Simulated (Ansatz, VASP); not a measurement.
# HfN in two plane-wave programs, part 2 of 2

Wanted: the spread between two codes on one cell, functional and k mesh.

VASP 6.6.1 and Ansatz 0.2.0.

So far: Set-up; VASP: zone-centre phonons, PBEsol.

The database entry behind the starting cell differs from later determinations by our own check (about 0.3 % short), so it need not match the best structure at ambient conditions.

### 3. Ansatz: zone-centre phonons, PBEsol

Level of this step: Ansatz beside VASP: Kohn-Sham DFT, plane waves, PBEsol (Ansatz).

Ansatz runs on its default PAW (the set named soft_2) files.

The same cell, functional, mesh and smearing now go to Ansatz, which takes its cutoff from its data sets.

input.yaml

```yaml
crystal:
  lattice:
    - [0.0, 2.2445209864, 2.2445209864]
    - [2.2445209864, 0.0, 2.2445209864]
    - [2.2445209864, 2.2445209864, 0.0]
  atoms:
    - { symbol: Hf, position: [0.0, 0.0, 0.0] }
    - { symbol: "N", position: [0.5, 0.5, 0.5] }
hamiltonian:
  xc: pbesol
  pseudopotentials: { kind: paw }
kpoints:
  mp_grid: { grid: [9, 9, 9] }
scf:
  occupations: { method: methfessel_paxton, width: 0.2 }
phonons:
  method: dfpt
  qpoints: [[0, 0, 0]]
```

Command:

```sh
$ ansatz run input.yaml --threads 4 --pin off --max-ram 9216MiB --backend cpu --events-out ev --progress --plain --runs-dir out
```

Numbers of over 12 decimals in the logs are rounded to 6 here.

Log:

```text
Engine: ansatz 0.2.0, aarch64-unknown-linux-gnu
Pseudopotentials: kind: paw
Pseudopotential: Hf, paw, valence charge 26, recommended cutoff 420 eV (normal), Hf.paw.azcp
Pseudopotential: N, paw, valence charge 5, recommended cutoff 420 eV (normal), N.paw.azcp
Functional definition: PBEsol
  exchange = pbesol_x
  correlation = pbesol_c
Crystal: 2 atoms, lattice volume = 22.615 Å³
Basis set: ecut = 420 eV, 459 PW (Γ), exchange–correlation on 48×48×48 points (8 copies of the dense FFT grid, shifted against one another)
Bands: 20, of which v1, the nominal top of the filled ones, is band 16 counted from 1 (15 counted from 0)
Symmetry: 48 space group operations
k-points: 75 of 729 (irreducible under 8 space group operations, time reversal used)
Non-local potential: Hf, projectors of the file, l = 0: 3, l = 1: 2, l = 2: 2, l = 3: 3
Non-local potential: N, projectors of the file, l = 0: 2, l = 1: 2, l = 2: 1
PAW form: soft (Blöchl's): semilocal exchange-correlation on the pseudo side does not see the compensation charge
PAW frozen core: Hf, regenerated for the run's functional, and the local potential with it (the file was generated under x = pbe(κ = 0.804, μ = 0.219515), c = pbe(β = 0.066725))
PAW frozen core: N, regenerated for the run's functional, and the local potential with it (the file was generated under x = pbe(κ = 0.804, μ = 0.219515), c = pbe(β = 0.066725))
PAW one-centre angular grid: Hf, 590 points (default); XC on 64 Gauss nodes
PAW one-centre angular grid: N, 110 points (default); XC on 64 Gauss nodes
Initial density: superposition of atomic densities (neutral atoms: chi_scale 0, normalization atom), corrected by the library's trained network
Initial wavefunctions: pseudopotential atomic-orbital guess
Functional: x = pbesol(κ = 0.804, μ = 0.123457), c = pbesol(β = 0.046)
SCF iter   1: F=—  HF=-15980.259127 eV  |F-HF|=—  |Δ(HF+E_count)|=         —  Δρ=8.83e-3  dr2=1.55e-2  ethr=1.77e-3  ⟨swp⟩=4.7  Hψ=5995  notcnv=0
preconditioner: auto → Kerker (q_TF=auto, 2.876 Å⁻¹)  [metal: Δε(μ)=0.092 eV  Ē_g=19.060 eV  σ=0.200 eV  W_gap=0.35  n_scr=14 (ndim 8)  ℏωp=42.0 eV  f_vac=0.000  D(μ)=0.95/eV (n_scr^D=8)]
SCF iter   2: F=—  HF=-15980.254987 eV  |F-HF|=—  |Δ(HF+E_count)|=   4.14e-3  S|Δr|=    0.00e0  Δρ=2.51e-3  dr2=1.05e-3  ethr=5.01e-5  ⟨swp⟩=1.8  Hψ=2228  notcnv=0
SCF iter   3: F=—  HF=-15980.254757 eV  |F-HF|=—  |Δ(HF+E_count)|=   2.29e-4  S|Δr|=    0.00e0  Δρ=9.29e-4  dr2=1.29e-4  ethr=3.38e-6  ⟨swp⟩=2.0  Hψ=1738  notcnv=0
SCF iter   4: F=—  HF=-15980.254737 eV  |F-HF|=—  |Δ(HF+E_count)|=   1.99e-5  S|Δr|=    0.00e0  Δρ=3.08e-4  dr2=1.49e-5  ethr=4.15e-7  ⟨swp⟩=2.0  Hψ=2648  notcnv=0
SCF iter   5: F=—  HF=-15980.254715 eV  |F-HF|=—  |Δ(HF+E_count)|=   2.23e-5  S|Δr|=    0.00e0  Δρ=9.72e-5  dr2=1.52e-6  ethr=4.81e-8  ⟨swp⟩=2.1  Hψ=2668  notcnv=0
SCF iter   6: F=—  HF=-15980.254713 eV  |F-HF|=—  |Δ(HF+E_count)|=   2.09e-6  S|Δr|=    0.00e0  Δρ=2.51e-5  dr2=8.25e-8  ethr=4.90e-9  ⟨swp⟩=2.0  Hψ=2627  notcnv=0
SCF iter   7: F=—  HF=-15980.254713 eV  |F-HF|=—  |Δ(HF+E_count)|=   2.89e-8  S|Δr|=    0.00e0  Δρ=4.59e-6  dr2=3.11e-9  ethr=2.66e-10  ⟨swp⟩=2.0  Hψ=2231  notcnv=0
SCF iter   8: F=—  HF=-15980.254713 eV  |F-HF|=—  |Δ(HF+E_count)|=   2.00e-9  S|Δr|=    0.00e0  Δρ=1.74e-6  dr2=4.14e-10  ethr=1.00e-11  ⟨swp⟩=2.0  Hψ=2653  notcnv=0
SCF iter   9: F=-15980.254713 eV  HF=-15980.254713 eV  |F-HF|=3.64e-12  |Δ(HF+E_count)|=  6.28e-10  S|Δr|=    0.00e0  Δρ=2.39e-7  dr2=6.26e-12  ethr=1.00e-12  ⟨swp⟩=5.1  Hψ=8822  notcnv=0
SCF 1 converged in 9 iterations: F = -15980.254713 eV  dr2 = 6.26e-12
  greatest PAW one-centre occupation: 0.998 electrons in one spin orbital (limit 2), on the Hf atom at site 0 (counted from 0), in its partial waves of l = 3
DFPT response loops at Γ: preconditioner auto → Kerker (q_TF=auto, 2.876 Å⁻¹) (partly filled bands, converged f_vac=0.000); β = 1.00, the filter's whole step (`scf.mixing.beta` (0.50) is not read by the response loops under this deck's `scf.mixing.preconditioner`; to damp them name `kerker` or `kerker_dos`, under which they read `scf.mixing.beta`, and type it under 1.00, their step now; both keys bind the ground state too); Broyden in place of MSR1
SCF converged after 9 iterations
Stability not checked: this state was not tested for a lower state beside it, because cold or Methfessel-Paxton smearing, or corrected tetrahedra, fill the levels in a way that the test cannot read (fill_not_monotonic; see scf.lower_state_search)
Free energy (F): -15980.254713 eV
Harris-Foulkes:  -15980.254713 eV  (|F-HF|=3.64e-12)
Internal energy: -15980.250334 eV  (E = F + TS)
E sigma→0 (E₀):  -15980.253618 eV
Entropy (-TS):   -0.004379 eV (-2.190 meV/atom)
Fermi energy:    24.156298 eV
--- Per-component energies (eV) ---
  E_band       = 193.568102
  E_kinetic    = 558.073667
  E_local      = -4669.813737  (includes V_loc(G=0)·N_el)
  E_nonlocal   = -1192.471179
  E_hartree    = 2221.069267
  E_xc         = -359.282140
  E_vxc        = -344.877193  (∫ρ·V_xc dr)
  E_paw        = -6929.873941  (= ΣΔE_a)
  E_vpaw       = 1400.517954  (= ΣTr[D̂ρ^β])
  E_aug_tail   = 0.000093  (compensation charges beyond the density's cutoff)
  E_ewald      = -5609.231555
  E_core_change = 1.279190  (= ΣΔE_core)
  E_smearing   = -0.004379  (= −TS)
  E_closure    = -0.000000  (closes the sum)
  Σ components = -15980.254713   (vs F -15980.254713, Δ=0.00e0)
--- Band table (eV; the first three rows and the last of 75) ---
  k-point 0: bands = [... 12 lower, 21.2597, 21.2597, 21.2597, 23.7674, 23.7674, 23.7674, 26.1322, 26.1412]
  k-point 1: bands = [... 12 lower, 20.1305, 20.5617, 20.5617, 24.0699, 24.1815, 24.1815, 26.9740, 27.0735]
  k-point 2: bands = [... 12 lower, 18.2108, 19.3856, 19.3856, 24.5799, 25.1919, 25.1919, 28.6010, 29.0657]
  k-point 74: bands = [... 12 lower, 17.7554, 18.6698, 18.7145, 24.7080, 26.0812, 29.6788, 29.7738, 30.9053]
--- Phonons (Γ-DFPT): 2 representative perturbations + reference, on 75 of 729 k-points (Σ response iterations 7) ---
  k mesh reduced under 8 symmetry operations, with k and −k counted as one. Each operation leaves every solved perturbation unchanged. A smaller set is not used because it would not reduce the number of displacements times k-points to solve
  ASR residual: 3.339e-5 → 0.000e0 eV/Å²; symmetrization residual: 7.713e-7 eV/Å²
  ASR residual per site (eV/Å²): 3.34e-5 1.83e-6
  Γ frequencies (cm⁻¹): 0.00 0.00 0.00 502.73 502.73 502.73
  non-analytic LO–TO correction: not included (Born effective charges unavailable; polar crystals: no LO–TO splitting at Γ)
--- Phonons (arbitrary-q DFPT): 1 explicit q-point ---
  q = [0, 0, 0] (of the zone-centre solve; hermiticity 1.28e-7, symmetrization 2.05e-13): -0.00 0.00 0.00 502.73 502.73 502.73
  sum rule: each row above includes the acoustic sum rule's correction from the zone centre's row sums; it moved no ω² by more than (0.23 cm⁻¹)²
```

The job ended after 6.3 s (4 threads of Arm Neoverse N1, shared host; peak memory 0.42 GiB; 21 s of CPU time).

### 4. Differences

Known differences besides the potentials themselves: the data sets hold 31 valence electrons in Ansatz (default PAW (the set named soft_2) files) and 15 in VASP; the cutoff is 420 eV in Ansatz and 480 eV in VASP (PREC = Accurate, projectors in real space); Ansatz makes its cores anew for this functional, VASP keeps those of its PBE data sets; VASP leaves aspherical gradient terms in its spheres out (LASPH is not set), Ansatz keeps them; VASP uses finite displacements, Ansatz perturbation theory. Total energies have different zeros and are not compared.

Compared:

```csv
quantity,Ansatz,VASP,difference
optical mode 1 to 3 (cm⁻¹),502.7,504.1,-0.27 %
```

Modes are paired by rising frequency and degeneracy, not by their patterns, so a pair may still set unlike modes beside each other.

### 5. What the set-up changes

Further runs change the set-up of one program: Ansatz's method, potentials or start, or VASP's data sets, cutoff or form of LDA. The table gives Ansatz less VASP for each quantity, since a change that brings one quantity closer may part another.

```csv
run,optical mode 1 to 3 (%)
as above,-0.27
Ansatz's all-electron LAPW method,-0.33
```

### 6. Outcome

| Property | Result |
| --- | --- |
| r.m.s. difference of the optical zone-centre modes, each program's sorted by frequency (zone-centre phonons, PBEsol) | 1.4 cm⁻¹ |

What this shows: The r.m.s. difference of the optical zone-centre modes, each program's sorted by frequency is 1.4 cm⁻¹ (zone-centre phonons, PBEsol). For zone-centre phonons, PBEsol, no further run moves any of the tabulated differences by more than a quarter of its size. Such differences can come from data sets, numerical settings and the points named under the comparisons, not from the functional's error against experiment.

[Lines on the potential files, build, host, timing and source positions are cut from VASP's logs without a mark.]

[Logs are printed without paths, hosts, clocks, repeated set-up lines and the standing remarks that a program may print on its own settings, such as how far it seeks lower states.]

[Hosts, paths, dates, database ids (printed as entryN), source tags and the programs' standing remarks are cut or masked in the printed files.]
